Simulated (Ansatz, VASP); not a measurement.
# PtSe2 (Sudovikovite) in two plane-wave programs, part 2 of 2

Wanted: the spread between two codes on one cell, functional and k mesh. The cell is taken from a series of runs on this material, whose earlier steps may have relaxed, scaled, displaced or heated it; both programs get it as it stands.

VASP 6.6.1 and Ansatz 0.2.0.

So far: Set-up; VASP: relaxation of cell and atoms, PBEsol; Ansatz: relaxation of cell and atoms, PBEsol; Comparison.

## (5) VASP: zone-centre phonons, PBEsol

Level of this step: PBEsol; plane waves and PAW (Pt, Se) (VASP).

Second derivatives magnify differences that forces hide, and they need a tight electronic threshold.

INCAR

```
SYSTEM = PtSe2
PREC = Accurate
ENCUT = 500
EDIFF = 1E-08
NELM = 120
ISMEAR = 1
SIGMA = 0.2
LREAL = .FALSE.
ALGO = Normal
GGA = PS
NBANDS = 17
LASPH = .TRUE.
LORBIT = 11
LWAVE = .FALSE.
LCHARG = .FALSE.
ISIF = 2
IBRION = 8
GGA_COMPAT = .FALSE.
KPAR = 2
```

POSCAR

```
PtSe2
1.0
    3.7602634912      0.0000000000      0.0000000000
   -1.8801317456      3.2564837083      0.0000000000
    0.0000000000      0.0000000000      4.8632478767
Pt Se
1 2
Direct
    0.0000000000      0.0000000000      0.0000000000
    0.3333333333      0.6666666667      0.2607220844
    0.6666666667      0.3333333333      0.7392779156
```

KPOINTS

```
Automatic mesh
0
Gamma
15 15 10
0 0 0
```

PAW data sets: Pt and Se (PBE family, release 64).

Started as:

```console
mpirun -np 2 vasp_std
```

Numbers of over 12 decimals in the logs are rounded to 6 here.

The log of the run:

```text
[banner, memory and clock lines left out]
running    2 mpi-ranks, on    1 nodes
[...]
[... a notice as in an earlier step ...]

 LDA part: xc-table for (Slater+PW92), standard interpolation
 POSCAR, INCAR and KPOINTS ok, starting setup
[...]
entering main loop
       N       E                     dE             d eps       ncg     rms          rms(c)
DAV:   1     0.105159020149E+03    0.10516E+03   -0.99377E+03  8276   0.111E+03
DAV:   2    -0.121843194491E+02   -0.11734E+03   -0.11404E+03 10262   0.215E+02
DAV:   3    -0.167045789068E+02   -0.45203E+01   -0.44943E+01  9694   0.431E+01
DAV:   4    -0.167362109829E+02   -0.31632E-01   -0.31622E-01 10630   0.392E+00
[...]
DAV:  12    -0.159053509528E+02    0.44142E-06   -0.38139E-06  8857   0.152E-02    0.375E-03
DAV:  13    -0.159053509882E+02   -0.35475E-07   -0.59381E-07 10785   0.531E-03    0.132E-03
DAV:  14    -0.159053509973E+02   -0.90438E-08   -0.48780E-08  9473   0.172E-03
   1 F= -.15905351E+02 E0= -.15905543E+02  d E =0.576406E-03
[...]
RMM:  10    -0.761812992252E-01    0.25482E-07   -0.75921E-08 70207   0.859E-05    0.346E-06
RMM:  11    -0.761813174809E-01   -0.18256E-07   -0.46156E-08 68341   0.783E-05    0.947E-07
RMM:  12    -0.761813192457E-01   -0.17648E-08   -0.22995E-08 57974   0.758E-05    0.418E-07
 first order change of Fermi-energy  -0.33731E-05
 force on displaced ion       2 direction 1 :  -7.563  -0.000   0.000
 Linear response progress:
  Degree of freedom:   4/  4
       N       E                     dE             d eps       ncg     rms          rms(c)
RMM:   1    -0.915967372098E-01   -0.91597E-01    0.54432E-02 18825   0.149E+00
RMM:   2    -0.895626142806E-01    0.20341E-02   -0.18132E-03 12755   0.252E-01    0.152E-01
RMM:   3    -0.893504311818E-01    0.21218E-03   -0.17288E-04 13822   0.659E-02    0.101E-01
RMM:   4    -0.892513786508E-01    0.99053E-04   -0.59459E-05 13661   0.459E-02    0.516E-02
[...]
RMM:  10    -0.892293377274E-01    0.43240E-07   -0.75493E-09 14462   0.106E-04    0.107E-05
RMM:  11    -0.892293593262E-01   -0.21599E-07    0.93367E-09 14772   0.708E-05    0.325E-06
RMM:  12    -0.892293557809E-01    0.35453E-08    0.29152E-09 13520   0.640E-05    0.769E-07
 first order change of Fermi-energy  -0.99385E+00
 force on displaced ion       2 direction 3 :   0.000  -0.000  -9.697
 Linear response finished
```

OUTCAR, selected parts (step 5):

```text
  Total        0.0330013      0.0330013      0.0186465     -0.0000000     -0.0000000      0.0000000
  in kB        0.8878668      0.8878668      0.5016656     -0.0000000     -0.0000000      0.0000000
  external PRESSURE =       0.7591331 kB  Pullay stress =       0.0000000 kB

 POSITION                                       TOTAL-FORCE (eV/Angst)
 -----------------------------------------------------------------------------------
      0.00000      0.00000      0.00000        -0.000000      0.000000      0.000000
     -0.00000      2.17099      1.26796         0.000000      0.000000      0.014146
      1.88013      1.08549      3.59529        -0.000000     -0.000000     -0.014146
 -----------------------------------------------------------------------------------
    total drift:                                0.000000     -0.000000      0.000000

[... 1 part as in an earlier step ...]

[... 1 further part left out ...]
```

## (6) Ansatz: zone-centre phonons, PBEsol

The same cell, functional, mesh and smearing now go to Ansatz, which takes its cutoff from its data sets.

The cell is taken from a series of runs on this material, whose earlier steps may have relaxed, scaled, displaced or heated it; both programs get it as it stands.

input.yaml

```yaml
crystal:
  lattice:
    - [3.7602634912, 0.0, 0.0]
    - [-1.8801317456, 3.2564837083, 0.0]
    - [0.0, 0.0, 4.8632478767]
  atoms:
    - { symbol: Pt, position: [0.0, 0.0, 0.0] }
    - { symbol: Se, position: [0.3333333333, 0.6666666667, 0.2607220844] }
    - { symbol: Se, position: [0.6666666667, 0.3333333333, 0.7392779156] }
kpoints:
  mp_grid: { grid: [15, 15, 10] }
hamiltonian:
  xc: pbesol
  pseudopotentials: { kind: paw, azcp: { folder: soft_1 }, xc_functional: pbe }
scf:
  occupations: { method: methfessel_paxton, width: 0.2 }
output:
  eigenvalues: true
phonons:
  method: fd
  supercell: [1, 1, 1]
  amplitude: 0.01
```

Started as:

```console
ansatz run input.yaml --threads 4 --pin off --max-ram 8192MiB --backend cpu --events-out ev --progress --plain --runs-dir out
```

The log of the run:

```text
[...]
Crystal: 3 atoms, lattice volume = 59.552 Å³
Basis set: ecut = 420 eV, 1169 PW (Γ), exchange–correlation on 54×54×72 points (8 copies of the dense FFT grid, shifted against one another)
Bands: 30, of which v1, the nominal top of the filled ones, is band 25 counted from 1 (24 counted from 0)
Symmetry: 12 space group operations
k-points: 238 of 2250
[...]
largest difference from the sums on the solved wave vectors: F 5.46e-1 eV, S 8.04e-4 and C_V 2.58e-4 eV/K
  zero-point energy: 0.086357 eV/cell   skipped modes (ω ≤ 0): 3   left out of the sums: 7.10e-5 of the cell's modes: C_V's classical limit lies that fraction below 3 k_B per atom; for a crystal, a wire or a layer, F and S can be off by more, and a phonons.interpolated_qmesh denser along its periods is the remedy for the sampling
[key lines of the parts left out:]
SCF converged after 11 iterations
Free energy (F): -23235.051229 eV
Fermi energy:    13.140303 eV
```

## (7) Comparison

What differs besides the data sets and the points named for the pairs above, as far as they apply: the data sets hold 50 valence electrons in Ansatz (on its PAW soft_1 files) and 22 in VASP. Total energies have different zeros and are not compared.

Compared:

| quantity | Ansatz | VASP | difference |
| --- | --- | --- | --- |
| optical mode 1 to 2 (cm⁻¹) | 163.2 | 163.5 | -0.21 % |
| optical mode 3 (cm⁻¹) | 200.6 | 201.1 | -0.22 % |
| optical mode 4 to 5 (cm⁻¹) | 213.3 | 214.2 | -0.44 % |
| optical mode 6 (cm⁻¹) | 217.9 | 218.4 | -0.25 % |

Modes are paired by rising frequency, not by their patterns, so a pair may set unlike modes beside each other; they are those without the splitting of longitudinal modes.

## (8) Outcome

| Quantity | Value |
| --- | --- |
| difference in volume (relaxation of cell and atoms, PBEsol) | -0.060 % |
| r.m.s. difference of the optical zone-centre modes, each program's sorted by frequency (zone-centre phonons, PBEsol) | 0.64 cm⁻¹ |

In words: The difference in volume is -0.060 % (relaxation of cell and atoms, PBEsol), within the 1.2 % picked in this series as the mark of a large difference, as far as the stopping tolerances let one tell. The data sets hold unlike numbers of valence electrons (50 in Ansatz and 22 in VASP), so part of the differences comes from the potentials. How closely two codes agree says nothing of how well the functional describes the real material.

[Lines on the potential files, build, host, timing and source positions are cut from VASP's logs without a mark.]

[Logs are printed without paths, hosts, clocks, repeated set-up lines and the standing remarks that a program may print on its own settings, such as how far it seeks lower states.]

[Hosts, paths, dates, database ids (printed as entryN), source tags and the programs' standing remarks are cut or masked in the printed files.]
